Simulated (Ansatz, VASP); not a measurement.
## MgO: VASP beside Ansatz

Aim: how closely do two programs agree when they are given the same cell, functional and k mesh? The cell is taken from a series of runs on this material, whose earlier steps may have relaxed, scaled, displaced or heated it; both programs get it as it stands.

Method: plane waves, with VASP 6.6.1 beside it; dielectric response at r2SCAN, in Ansatz 0.2.0.

## 1. Starting point

The structure is cubic, space group Fm-3m (No. 225). The conventional cell has a = 4.212 Å, b = 4.212 Å, c = 4.212 Å, α = 90.00°, β = 90.00°, γ = 90.00°. Mg has 6 O at 2.11 Å nearest. O has 6 Mg at 2.11 Å nearest. Farther neighbours and most contacts between anions are not listed.

Coordinates:

```xyz
2
Lattice="0.0000 2.1061 2.1061 2.1061 0.0000 2.1061 2.1061 2.1061 0.0000" Properties=species:S:1:pos:R:3 pbc="T T T"
Mg    0.0000    0.0000    0.0000
O     2.1061    2.1061    2.1061
```

## 2. VASP: dielectric response, r2SCAN

The response to a field tests empty states and converges slowly with the mesh.

Lines of VASP's logs that name or quote its potential files are left out, and so is its time.

Input file INCAR:

```
SYSTEM = MgO
PREC = Accurate
ENCUT = 580
EDIFF = 1E-08
NELM = 120
ISMEAR = 0
SIGMA = 0.01
LREAL = .FALSE.
ALGO = Normal
METAGGA = R2SCAN
LASPH = .TRUE.
NBANDS = 10
LORBIT = 11
LWAVE = .FALSE.
LCHARG = .FALSE.
ISIF = 2
LCALCEPS = .TRUE.
LPEAD = .TRUE.
GGA_COMPAT = .FALSE.
EFERMI = MIDGAP
LMIXTAU = .TRUE.
KPAR = 2
```

Input file POSCAR:

```
MgO
1.0
    0.0000000000      2.1060700000      2.1060700000
    2.1060700000      0.0000000000      2.1060700000
    2.1060700000      2.1060700000      0.0000000000
Mg O
1 1
Direct
    0.0000000000      0.0000000000      0.0000000000
    0.5000000000      0.5000000000      0.5000000000
```

Input file KPOINTS:

```
Automatic mesh
0
Gamma
8 8 8
0 0 0
```

Potentials, in the order of the species: Mg and O (PBE family, release 64).

Launch:

```sh
$ mpirun -np 2 vasp_std
```

Numbers of over 12 decimals in the logs are rounded to 6 here.

The program printed:

```text
[banner, memory and clock lines left out]
running    2 mpi-ranks, on    1 nodes
 distrk:  each k-point on    1 cores,    2 groups
 distr:  one band on    1 cores,    1 groups

 POSCAR found type information on POSCAR MgO
 POSCAR found :  2 types and       2 ions
|                                                                             |
|               ----> ADVICE to this user running VASP <----                  |
|                                                                             |
|     You enforced a specific xc type in the INCAR file but a different       |
|     [... a line on the potential file left out ...]
|     I HOPE YOU KNOW WHAT YOU ARE DOING!                                     |
|                                                                             |

 LDA part: xc-table for (None), standard interpolation
 POSCAR, INCAR and KPOINTS ok, starting setup
 FFT: planning ... GRIDC
 FFT: planning ... GRID_SOFT
 FFT: planning ... GRID
 WAVECAR not read
 entering main loop
       N       E                     dE             d eps       ncg     rms          rms(c)
DAV:   1     0.959470160099E+01    0.95947E+01   -0.48107E+03   660   0.783E+02
DAV:   2    -0.192888667027E+02   -0.28884E+02   -0.28366E+02   660   0.152E+02
DAV:   3    -0.198475814768E+02   -0.55871E+00   -0.55848E+00   690   0.197E+01
DAV:   4    -0.198489169897E+02   -0.13355E-02   -0.13355E-02   648   0.108E+00
DAV:   5    -0.198489221468E+02   -0.51571E-05   -0.51571E-05   674   0.676E-02    0.681E+00
DAV:   6    -0.159489897685E+02    0.38999E+01   -0.43957E+00   594   0.125E+01    0.199E+00
DAV:   7    -0.163166558334E+02   -0.36767E+00   -0.12340E+00   622   0.809E+00    0.197E+00
DAV:   8    -0.160253310267E+02    0.29132E+00   -0.18965E+00   602   0.101E+01    0.200E+00
DAV:   9    -0.160873287724E+02   -0.61998E-01   -0.59566E-01   580   0.544E+00    0.503E-01
DAV:  10    -0.161621421146E+02   -0.74813E-01   -0.46276E-02   584   0.188E+00    0.186E-01
DAV:  11    -0.161626043892E+02   -0.46227E-03   -0.45720E-04   646   0.198E-01    0.148E-01
DAV:  12    -0.161629815795E+02   -0.37719E-03   -0.97424E-04   592   0.253E-01    0.790E-02
DAV:  13    -0.161629186907E+02    0.62889E-04   -0.72809E-04   588   0.235E-01    0.808E-03
DAV:  14    -0.161630285685E+02   -0.10988E-03   -0.60229E-05   590   0.103E-01    0.813E-03
DAV:  15    -0.161630149457E+02    0.13623E-04   -0.83271E-06   596   0.345E-02    0.740E-03
DAV:  16    -0.161630291785E+02   -0.14233E-04   -0.27066E-06   646   0.123E-02    0.127E-03
DAV:  17    -0.161630263569E+02    0.28216E-05   -0.15162E-07   600   0.535E-03    0.610E-04
DAV:  18    -0.161630295215E+02   -0.31645E-05   -0.78994E-08   592   0.313E-03    0.817E-05
DAV:  19    -0.161630284918E+02    0.10297E-05   -0.19014E-08   596   0.183E-03    0.455E-05
DAV:  20    -0.161630290370E+02   -0.54525E-06   -0.66957E-10   312   0.293E-04    0.198E-05
DAV:  21    -0.161630289607E+02    0.76315E-07   -0.25709E-11   310   0.677E-05    0.126E-05
DAV:  22    -0.161630289968E+02   -0.36118E-07   -0.10810E-11   302   0.351E-05    0.165E-06
DAV:  23    -0.161630289853E+02    0.11555E-07   -0.20849E-12   310   0.222E-05    0.129E-06
DAV:  24    -0.161630289883E+02   -0.30080E-08   -0.18567E-12   306   0.501E-06
       N       E                     dE             d eps       ncg     rms          rms(c)
SDA:   1    -0.161630289767E+02   -0.16163E+02   -0.27716E-12  1500   0.693E-12   0.000E+00
DMP:   2    -0.161630289767E+02   -0.15916E-11   -0.20895E-12  1500   0.344E-12   0.466E-12
 final diagonalization occupied
 p_tot=( -0.126E+02 -0.126E+02 -0.126E+02 )
       N       E                     dE             d eps       ncg     rms          rms(c)
 p_tot=( -0.126E+02 -0.126E+02 -0.126E+02 )
dp_tot=(  0.000E+00  0.000E+00  0.000E+00 )  diag[e(oo)]=(  1.00000    ---      ---   )
SDA:   1    -0.161630289768E+02   -0.88562E-10   -0.84576E-05  1500   0.211E-04   0.000E+00
 p_tot=( -0.126E+02 -0.126E+02 -0.126E+02 )
dp_tot=(  0.846E-03  0.171E-07  0.170E-07 )  diag[e(oo)]=(  1.81915    ---      ---   )
DMP:   2    -0.161630354288E+02   -0.64520E-05   -0.48546E-05  1500   0.636E-05   0.111E-04
 p_tot=( -0.126E+02 -0.126E+02 -0.126E+02 )
dp_tot=(  0.173E-02  0.361E-07  0.360E-07 )  diag[e(oo)]=(  2.67538    ---      ---   )
DMP:   3    -0.161630382478E+02   -0.28190E-05   -0.88335E-06  1500   0.119E-05   0.196E-05
 p_tot=( -0.126E+02 -0.126E+02 -0.126E+02 )
dp_tot=(  0.224E-02  0.488E-07  0.486E-07 )  diag[e(oo)]=(  3.16484    ---      ---   )
DMP:   4    -0.161630384391E+02   -0.19134E-06   -0.25773E-06  1500   0.129E-05  -0.125E-05
 p_tot=( -0.126E+02 -0.126E+02 -0.126E+02 )
dp_tot=(  0.235E-02  0.539E-07  0.538E-07 )  diag[e(oo)]=(  3.27129    ---      ---   )
DMP:   5    -0.161630385130E+02   -0.73868E-07   -0.33918E-06  1500   0.990E-06  -0.273E-06
 p_tot=( -0.126E+02 -0.126E+02 -0.126E+02 )
dp_tot=(  0.224E-02  0.540E-07  0.538E-07 )  diag[e(oo)]=(  3.16789    ---      ---   )
DMP:   6    -0.161630387196E+02   -0.20657E-06   -0.22142E-06  1500   0.457E-06   0.186E-06
 p_tot=( -0.126E+02 -0.126E+02 -0.126E+02 )
dp_tot=(  0.209E-02  0.519E-07  0.518E-07 )  diag[e(oo)]=(  3.02629    ---      ---   )
DMP:   7    -0.161630388453E+02   -0.12568E-06   -0.86678E-07  1500   0.178E-06   0.746E-07
 p_tot=( -0.126E+02 -0.126E+02 -0.126E+02 )
[...]
SDA:   1    -0.161630289741E+02    0.99487E-05   -0.78243E-10  1500   0.196E-09   0.000E+00
DMP:   2    -0.161630289771E+02   -0.29950E-08   -0.10463E-11  1500   0.330E-10  -0.795E-10
 final diagonalization occupied
 p_tot=( -0.126E+02 -0.126E+02 -0.126E+02 )
       N       E                     dE             d eps       ncg     rms          rms(c)
 p_tot=( -0.126E+02 -0.126E+02 -0.126E+02 )
dp_tot=(  0.000E+00  0.000E+00  0.000E+00 )  diag[e(oo)]=(    ---    1.00000    ---   )
SDA:   1    -0.161630289764E+02   -0.22314E-08   -0.84583E-05  1500   0.211E-04   0.000E+00
 p_tot=( -0.126E+02 -0.126E+02 -0.126E+02 )
dp_tot=(  0.479E-07  0.846E-03  0.507E-07 )  diag[e(oo)]=(    ---    1.81918    ---   )
DMP:   2    -0.161630354291E+02   -0.64527E-05   -0.48550E-05  1500   0.636E-05   0.111E-04
 p_tot=( -0.126E+02 -0.126E+02 -0.126E+02 )
dp_tot=(  0.101E-06  0.173E-02  0.106E-06 )  diag[e(oo)]=(    ---    2.67545    ---   )
DMP:   3    -0.161630382485E+02   -0.28194E-05   -0.88336E-06  1500   0.119E-05   0.196E-05
 p_tot=( -0.126E+02 -0.126E+02 -0.126E+02 )
dp_tot=(  0.134E-06  0.224E-02  0.140E-06 )  diag[e(oo)]=(    ---    3.16492    ---   )
DMP:   4    -0.161630384400E+02   -0.19148E-06   -0.25772E-06  1500   0.129E-05  -0.125E-05
 p_tot=( -0.126E+02 -0.126E+02 -0.126E+02 )
dp_tot=(  0.143E-06  0.235E-02  0.148E-06 )  diag[e(oo)]=(    ---    3.27137    ---   )
DMP:   5    -0.161630385140E+02   -0.74018E-07   -0.33923E-06  1500   0.990E-06  -0.273E-06
 p_tot=( -0.126E+02 -0.126E+02 -0.126E+02 )
dp_tot=(  0.137E-06  0.224E-02  0.141E-06 )  diag[e(oo)]=(    ---    3.16797    ---   )
DMP:   6    -0.161630387207E+02   -0.20665E-06   -0.22145E-06  1500   0.457E-06   0.186E-06
 p_tot=( -0.126E+02 -0.126E+02 -0.126E+02 )
dp_tot=(  0.127E-06  0.209E-02  0.130E-06 )  diag[e(oo)]=(    ---    3.02636    ---   )
DMP:   7    -0.161630388463E+02   -0.12567E-06   -0.86681E-07  1500   0.178E-06   0.746E-07
 p_tot=( -0.126E+02 -0.126E+02 -0.126E+02 )
dp_tot=(  0.120E-06  0.200E-02  0.123E-06 )  diag[e(oo)]=(    ---    2.93332    ---   )
DMP:   8    -0.161630388854E+02   -0.39102E-07   -0.36093E-07  1500   0.101E-06  -0.216E-07
 p_tot=( -0.126E+02 -0.126E+02 -0.126E+02 )
dp_tot=(  0.118E-06  0.196E-02  0.121E-06 )  diag[e(oo)]=(    ---    2.89956    ---   )
DMP:   9    -0.161630389040E+02   -0.18558E-07   -0.30255E-07  1500   0.745E-07   0.226E-08
 p_tot=( -0.126E+02 -0.126E+02 -0.126E+02 )
dp_tot=(  0.119E-06  0.196E-02  0.123E-06 )  diag[e(oo)]=(    ---    2.90190    ---   )
DMP:  10    -0.161630389238E+02   -0.19845E-07   -0.18051E-07  1500   0.329E-07   0.235E-07
 p_tot=( -0.126E+02 -0.126E+02 -0.126E+02 )
dp_tot=(  0.121E-06  0.198E-02  0.125E-06 )  diag[e(oo)]=(    ---    2.91582    ---   )
DMP:  11    -0.161630389339E+02   -0.10026E-07   -0.49742E-08  1500   0.991E-08   0.486E-08
 p_tot=( -0.126E+02 -0.126E+02 -0.126E+02 )
dp_tot=(  0.122E-06  0.199E-02  0.126E-06 )  diag[e(oo)]=(    ---    2.92742    ---   )
DMP:  12    -0.161630389354E+02   -0.15552E-08   -0.20352E-08  1500   0.749E-08  -0.463E-08
 final diagonalization full
 p_tot=( -0.126E+02 -0.126E+02 -0.126E+02 )
dp_tot=(  0.122E-06  0.200E-02  0.126E-06 )  diag[e(oo)]=(    ---    2.93261    ---   )
       N       E                     dE             d eps       ncg     rms          rms(c)
SDA:   1    -0.161630289727E+02    0.99612E-05   -0.71658E-10  1500   0.179E-09   0.000E+00
DMP:   2    -0.161630289759E+02   -0.32116E-08   -0.12690E-10  1500   0.561E-10  -0.639E-10
 final diagonalization occupied
 p_tot=( -0.126E+02 -0.126E+02 -0.126E+02 )
       N       E                     dE             d eps       ncg     rms          rms(c)
 p_tot=( -0.126E+02 -0.126E+02 -0.126E+02 )
dp_tot=(  0.000E+00  0.000E+00  0.000E+00 )  diag[e(oo)]=(    ---      ---    1.00000 )
SDA:   1    -0.161630289750E+02   -0.23095E-08   -0.84584E-05  1500   0.211E-04   0.000E+00
 p_tot=( -0.126E+02 -0.126E+02 -0.126E+02 )
dp_tot=(  0.460E-07  0.429E-07  0.846E-03 )  diag[e(oo)]=(    ---      ---    1.81919 )
DMP:   2    -0.161630354278E+02   -0.64528E-05   -0.48551E-05  1500   0.636E-05   0.111E-04
 p_tot=( -0.126E+02 -0.126E+02 -0.126E+02 )
dp_tot=(  0.101E-06  0.965E-07  0.173E-02 )  diag[e(oo)]=(    ---      ---    2.67546 )
DMP:   3    -0.161630382473E+02   -0.28195E-05   -0.88337E-06  1500   0.119E-05   0.196E-05
 p_tot=( -0.126E+02 -0.126E+02 -0.126E+02 )
dp_tot=(  0.136E-06  0.133E-06  0.224E-02 )  diag[e(oo)]=(    ---      ---    3.16494 )
DMP:   4    -0.161630384388E+02   -0.19149E-06   -0.25773E-06  1500   0.129E-05  -0.125E-05
 p_tot=( -0.126E+02 -0.126E+02 -0.126E+02 )
dp_tot=(  0.148E-06  0.145E-06  0.235E-02 )  diag[e(oo)]=(    ---      ---    3.27139 )
DMP:   5    -0.161630385128E+02   -0.74023E-07   -0.33924E-06  1500   0.990E-06  -0.273E-06
 p_tot=( -0.126E+02 -0.126E+02 -0.126E+02 )
dp_tot=(  0.144E-06  0.142E-06  0.224E-02 )  diag[e(oo)]=(    ---      ---    3.16799 )
DMP:   6    -0.161630387195E+02   -0.20665E-06   -0.22145E-06  1500   0.457E-06   0.186E-06
 p_tot=( -0.126E+02 -0.126E+02 -0.126E+02 )
dp_tot=(  0.136E-06  0.134E-06  0.209E-02 )  diag[e(oo)]=(    ---      ---    3.02638 )
DMP:   7    -0.161630388452E+02   -0.12568E-06   -0.86681E-07  1500   0.178E-06   0.746E-07
 p_tot=( -0.126E+02 -0.126E+02 -0.126E+02 )
dp_tot=(  0.129E-06  0.127E-06  0.200E-02 )  diag[e(oo)]=(    ---      ---    2.93333 )
DMP:   8    -0.161630388843E+02   -0.39105E-07   -0.36093E-07  1500   0.101E-06  -0.216E-07
 p_tot=( -0.126E+02 -0.126E+02 -0.126E+02 )
dp_tot=(  0.127E-06  0.125E-06  0.196E-02 )  diag[e(oo)]=(    ---      ---    2.89957 )
DMP:   9    -0.161630389028E+02   -0.18552E-07   -0.30256E-07  1500   0.745E-07   0.226E-08
 p_tot=( -0.126E+02 -0.126E+02 -0.126E+02 )
dp_tot=(  0.127E-06  0.125E-06  0.196E-02 )  diag[e(oo)]=(    ---      ---    2.90192 )
DMP:  10    -0.161630389227E+02   -0.19864E-07   -0.18052E-07  1500   0.329E-07   0.235E-07
 p_tot=( -0.126E+02 -0.126E+02 -0.126E+02 )
dp_tot=(  0.129E-06  0.127E-06  0.198E-02 )  diag[e(oo)]=(    ---      ---    2.91583 )
DMP:  11    -0.161630389327E+02   -0.10004E-07   -0.49742E-08  1500   0.991E-08   0.486E-08
 p_tot=( -0.126E+02 -0.126E+02 -0.126E+02 )
dp_tot=(  0.130E-06  0.128E-06  0.199E-02 )  diag[e(oo)]=(    ---      ---    2.92744 )
DMP:  12    -0.161630389342E+02   -0.15544E-08   -0.20352E-08  1500   0.749E-08  -0.463E-08
 final diagonalization full
 p_tot=( -0.126E+02 -0.126E+02 -0.126E+02 )
dp_tot=(  0.130E-06  0.128E-06  0.200E-02 )  diag[e(oo)]=(    ---      ---    2.93262 )
   1 F= -.16163039E+02 E0= -.16163039E+02  d E =0.000000E+00
```

From OUTCAR (step 2):

```text
ion  position               nearest neighbor table
   1  0.000  0.000  0.000-   2 2.11   2 2.11   2 2.11   2 2.11   2 2.11   2 2.11
   2  0.500  0.500  0.500-   1 2.11   1 2.11   1 2.11   1 2.11   1 2.11   1 2.11

  LATTYP: Found a face centered cubic cell.
 ALAT       =     4.2121400000

 Subroutine GETGRP returns: Found 48 space group operations
 (whereof 48 operations were pure point group operations)

The static configuration has the point symmetry O_h .

 Found     29 irreducible k-points:

   k-points           NKPTS =     29   k-points in BZ     NKDIM =     29   number of bands    NBANDS=     10

   dimension x,y,z NGX =    24 NGY =   24 NGZ =   24
   dimension x,y,z NGXF=    48 NGYF=   48 NGZF=   48

   ENCUT  =  580.0 eV  42.63 Ry    6.53 a.u.   5.85  5.85  5.85*2*pi/ulx,y,z

   NELECT =       8.0000    total number of electrons

 k-points in reciprocal lattice and weights: Automatic mesh
   0.00000000  0.00000000  0.00000000       0.002
   0.12500000  0.00000000  0.00000000       0.016
   0.25000000  0.00000000  0.00000000       0.016
   0.37500000  0.00000000  0.00000000       0.016
   0.50000000  0.00000000  0.00000000       0.008
   0.12500000  0.12500000  0.00000000       0.012
   0.25000000  0.12500000  0.00000000       0.047
   0.37500000  0.12500000  0.00000000       0.047
   0.50000000  0.12500000  0.00000000       0.047
[...]
-0.37500000  0.50000000  0.12500000       0.023
  -0.25000000  0.50000000  0.25000000       0.012

 average (electrostatic) potential at core
       1 -38.3004       2 -73.2887

            Ionic dipole moment: p[ion]=(   -12.63642   -12.63642   -12.63642 ) |e| Angst

 Total electronic dipole moment: p[elc]=(     0.00000     0.00000     0.00200 ) |e| Angst

 MACROSCOPIC STATIC DIELECTRIC TENSOR (including local field effects)
 ------------------------------------------------------
           2.930861     0.000000    -0.000000
           0.000000     2.930861     0.000000
          -0.000000     0.000000     2.930861
 ------------------------------------------------------

 PIEZOELECTRIC TENSOR (including local field effects) (C/m^2)
          XX          YY          ZZ          XY          YZ          ZX
  --------------------------------------------------------------------------------
  x     0.00000     0.00000     0.00000     0.00000     0.00000     0.00000
  y     0.00000     0.00000     0.00000     0.00000     0.00000     0.00000
  z     0.00000     0.00000     0.00000     0.00000     0.00000     0.00000

 BORN EFFECTIVE CHARGES (including local field effects) (in |e|, cummulative output)
 ---------------------------------------------------------------------------------
 ion    1
    1     1.95729     0.00000    -0.00000
    2    -0.00000     1.95729    -0.00000
    3    -0.00000     0.00000     1.95729
 ion    2
    1    -1.95729     0.00000     0.00000
    2    -0.00000    -1.95729    -0.00000
    3    -0.00000    -0.00000    -1.95729

  Total       -0.2585065     -0.2585065     -0.2585065     -0.0000000      0.0000000      0.0000000
  in kB      -22.1683627    -22.1683627    -22.1683627     -0.0000000      0.0000000      0.0000000
  external PRESSURE =     -22.1683627 kB  Pullay stress =       0.0000000 kB

  energy-cutoff  :      580.00
  volume of cell :       18.68
      direct lattice vectors                 reciprocal lattice vectors
     0.000000000  2.106070000  2.106070000    -0.237409013  0.237409013  0.237409013
     2.106070000  0.000000000  2.106070000     0.237409013 -0.237409013  0.237409013
     2.106070000  2.106070000  0.000000000     0.237409013  0.237409013 -0.237409013

 POSITION                                       TOTAL-FORCE (eV/Angst)
 -----------------------------------------------------------------------------------
      0.00000      0.00000      0.00000         0.000000      0.000000      0.000000
      2.10607      2.10607      2.10607        -0.000000     -0.000000     -0.000000
 -----------------------------------------------------------------------------------
    total drift:                               -0.000000     -0.000000      0.000000
```

(Part 1 of 2 ends here.)

[Lines on the potential files, build, host, timing and source positions are cut from VASP's logs without a mark.]

[Logs are printed without paths, hosts, clocks, repeated set-up lines and the standing remarks that a program may print on its own settings, such as how far it seeks lower states.]

[Hosts, paths, dates, database ids (printed as entryN), source tags and the programs' standing remarks are cut or masked in the printed files.]
